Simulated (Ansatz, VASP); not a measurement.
# ScF3: VASP beside Ansatz

File INCAR:

```
ALGO = Normal
EDIFF = 1E-7
ENCUT = 520
ISIF = 2
ISMEAR = 0
LASPH = T
LCHARG = F
LREAL = F
LWAVE = F
NBANDS = 24
NELM = 80
PREC = Accurate
SIGMA = 0.05
```

KPOINTS

```
k-points
0
Gamma
  6 6 6
```

File POSCAR:

```
ScF3
1.0
    3.8519520000      0.0000000000      0.0000000000
    0.0000000000      3.8519520000      0.0000000000
    0.0000000000      0.0000000000      3.6914540000
Sc F
1 3
Direct
    0.0000000000      0.0000000000      0.0000000000
    0.5000000000      0.0000000000      0.0000000000
    0.0000000000      0.5000000000      0.0000000000
    0.0000000000      0.0000000000      0.5000000000
```

Input for Ansatz:

```yaml
crystal:
  lattice:
    - [3.851952, 0.0, 0.0]
    - [0.0, 3.851952, 0.0]
    - [0.0, 0.0, 3.691454]
  atoms:
    - { symbol: Sc, position: [0.0, 0.0, 0.0] }
    - { symbol: F, position: [0.5, 0.0, 0.0] }
    - { symbol: F, position: [0.0, 0.5, 0.0] }
    - { symbol: F, position: [0.0, 0.0, 0.5] }
basis:
  ecutwfc: 420
kpoints:
  mp_grid: { grid: [6, 6, 6] }
hamiltonian:
  xc: lda
scf:
  occupations: { method: gaussian, width: 0.05 }
output:
  forces: true
  stress: true
  eigenvalues: true
```

Change from the starting cell: strain -0.040 along x and y, -0.080 along z, atoms carried along.

Alike in both runs: task single point; functional LDA; k mesh 6 × 6 × 6; occupations gaussian, width 0.05 eV; no spin polarisation.

|  | VASP | Ansatz |
| --- | --- | --- |
| version | VASP 6.6.1 | Ansatz 0.2.0 |
| potentials or method | VASP PAW LDA potentials, release 64 (Sc_sv, F) | scalar-relativistic, plane waves, PAW |
| plane-wave cutoff (eV) | 520 | 420 |
| valence electrons in the cell | 32 | 32 |

|  | VASP | Ansatz | Ansatz less VASP |
| --- | --- | --- | --- |
| gap on the k mesh at the Fermi level (eV) | 6.85 | 6.88 | +0.030 |
| least direct gap on the mesh (eV) | 7.39 | 7.44 | +0.043 |
| pressure (GPa) | 21.5 | 20.0 | -1.47 |
| largest component of the traceless stress (GPa) | 12.87 | 12.49 | -0.382 |

Caveats: so large a pressure means that the cell lies far from this level's equilibrium, or that cutoff or potentials fall short (VASP). A k mesh can miss the band edges.
